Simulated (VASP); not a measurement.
Method: PBE GGA, VASP's PBE PAW potentials (set 64) (plane waves; VASP).

A VASP calculation is set up with these files.

### POSCAR
```
Ga31SnAs32
1.0
 11.5222104212   0.0000000000   0.0000000000
  0.0000000000  11.5222104212   0.0000000000
  0.0000000000   0.0000000000  11.5222104212
Ga As Sn
31 32 1
Direct
  0.5000000000   0.0000000000   0.0000000000
  0.7500000000   0.2500000000   0.0000000000
  0.7500000000   0.0000000000   0.2500000000
  0.0000000000   0.0000000000   0.0000000000
  0.2500000000   0.2500000000   0.0000000000
  0.5000000000   0.5000000000   0.0000000000
  0.7500000000   0.7500000000   0.0000000000
  0.2500000000   0.0000000000   0.2500000000
  0.5000000000   0.2500000000   0.2500000000
  0.7500000000   0.5000000000   0.2500000000
  0.5000000000   0.0000000000   0.5000000000
  0.7500000000   0.2500000000   0.5000000000
  0.7500000000   0.0000000000   0.7500000000
  0.0000000000   0.5000000000   0.0000000000
  0.2500000000   0.7500000000   0.0000000000
  0.0000000000   0.2500000000   0.2500000000
  0.2500000000   0.5000000000   0.2500000000
  0.5000000000   0.7500000000   0.2500000000
  0.0000000000   0.0000000000   0.5000000000
  0.2500000000   0.2500000000   0.5000000000
  0.7500000000   0.7500000000   0.5000000000
  0.2500000000   0.0000000000   0.7500000000
  0.5000000000   0.2500000000   0.7500000000
  0.7500000000   0.5000000000   0.7500000000
  0.0000000000   0.7500000000   0.2500000000
  0.0000000000   0.5000000000   0.5000000000
  0.2500000000   0.7500000000   0.5000000000
  0.0000000000   0.2500000000   0.7500000000
  0.2500000000   0.5000000000   0.7500000000
  0.5000000000   0.7500000000   0.7500000000
  0.0000000000   0.7500000000   0.7500000000
  0.6250000000   0.1250000000   0.1250000000
  0.8750000000   0.3750000000   0.1250000000
  0.8750000000   0.1250000000   0.3750000000
  0.1250000000   0.1250000000   0.1250000000
  0.3750000000   0.3750000000   0.1250000000
  0.6250000000   0.6250000000   0.1250000000
  0.8750000000   0.8750000000   0.1250000000
  0.3750000000   0.1250000000   0.3750000000
  0.6254130000   0.3791350000   0.3785160000
  0.8750000000   0.6250000000   0.3750000000
  0.6250000000   0.1250000000   0.6250000000
  0.8750000000   0.3750000000   0.6250000000
  0.8750000000   0.1250000000   0.8750000000
  0.1250000000   0.6250000000   0.1250000000
  0.3750000000   0.8750000000   0.1250000000
  0.1250000000   0.3750000000   0.3750000000
  0.3759360000   0.6266890000   0.3753570000
  0.6250000000   0.8750000000   0.3750000000
  0.1250000000   0.1250000000   0.6250000000
  0.3760740000   0.3791450000   0.6264650000
  0.6228940000   0.6213760000   0.6265390000
  0.8750000000   0.8750000000   0.6250000000
  0.3750000000   0.1250000000   0.8750000000
  0.6250000000   0.3750000000   0.8750000000
  0.8750000000   0.6250000000   0.8750000000
  0.1250000000   0.8750000000   0.3750000000
  0.1250000000   0.6250000000   0.6250000000
  0.3750000000   0.8750000000   0.6250000000
  0.1250000000   0.3750000000   0.8750000000
  0.3750000000   0.6250000000   0.8750000000
  0.6250000000   0.8750000000   0.8750000000
  0.1250000000   0.8750000000   0.8750000000
  0.4995300000   0.4975620000   0.5034130000
```

INCAR:
```
! general
SYSTEM   =  Ga31SnAs32
PREC     =  Normal
ENCUT    =  400   ! plane-wave cut-off (eV)
LREAL    =  Auto
LASPH    =  .TRUE.   ! aspherical one-centre terms
ISYM     =  0
NELECT   =  258.0

! electronic loop
EDIFF    =  1E-5
NELM     =  100
NELMIN   =  4
ALGO     =  Fast   ! Davidson, then RMM-DIIS
LMAXMIX  =  4

! smearing
ISMEAR   =  0
SIGMA    =  0.05   ! width (eV)

! functional
GGA      =  PE

! ions
IBRION   =  2
NSW      =  60
ISIF     =  2   ! forces and stress, cell fixed
EDIFFG   =  -0.03

! output
LWAVE    =  .TRUE.
LCHARG   =  .FALSE.
```

KPOINTS:
```
Automatic mesh
0
Gamma
1 1 1
0 0 0
```

POTCAR, in this order: Ga As Sn (PBE.64 set). Program: vasp_gam.

**Question.** What will the output report for the number of irreducible k-points (NKPTS), largest plane-wave count, FFT grid (NGX, NGY, NGZ)?

**Answer.** 
| Property | Result |
|---|---|
| number of irreducible k-points (NKPTS) | 1 |
| largest plane-wave count | 13913 |
| FFT grid (NGX, NGY, NGZ) | 56 × 56 × 56 |

The cell is a supercell with a defect, built from GaAs (zinc blende): Sn_Ga, charge -1. The run is not spin-polarised, so no state with unpaired spins was tried.
